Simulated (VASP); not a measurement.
Method: PBEsol GGA, VASP's PBE PAW potentials (set 64) (plane waves; VASP 6.6.1). For the alloy's cell: Numerical set-up: 400 eV cut-off, 4×4×8 Γ-centred mesh, tetrahedra with Blöchl corrections, potentials Si Ge_d.

| end member | E (eV/atom) | V (Å³/atom) | gap (eV) |
|---|---|---|---|
| Ge (diamond) | -4.9367 | 22.71 | 0.00 |
| Si (diamond) | -5.7459 | 20.08 | 0.46 |

An ordered cell with a fraction 0.75 of the second end member relaxes to

Space group Cmcm (No. 63); a = 7.764 Å, b = 10.969 Å, c = 3.880 Å, α = β = γ = 90.00°

| atom | site | symmetry | x | y | z |
|---|---|---|---|---|---|
| Si | 4c | m2m | 0.0000 | 0.0625 | 0.7500 |
| Si | 8g | ..m | 0.2528 | 0.3112 | 0.2500 |
| Ge | 4c | m2m | 0.0000 | 0.4345 | 0.2500 |
(The calculation used a cell of 8 atoms; values per cell refer to that cell.)

### Question
Estimate the mixing energy, the deviation from a linear volume and the gap.

### Answer
Its energy is -5.5325 eV/atom, so the mixing energy is 11 meV/atom. The volume of 20.65 Å³/atom lies -0.4 % from the linear mean. The cell is gapped, 0.36 eV.
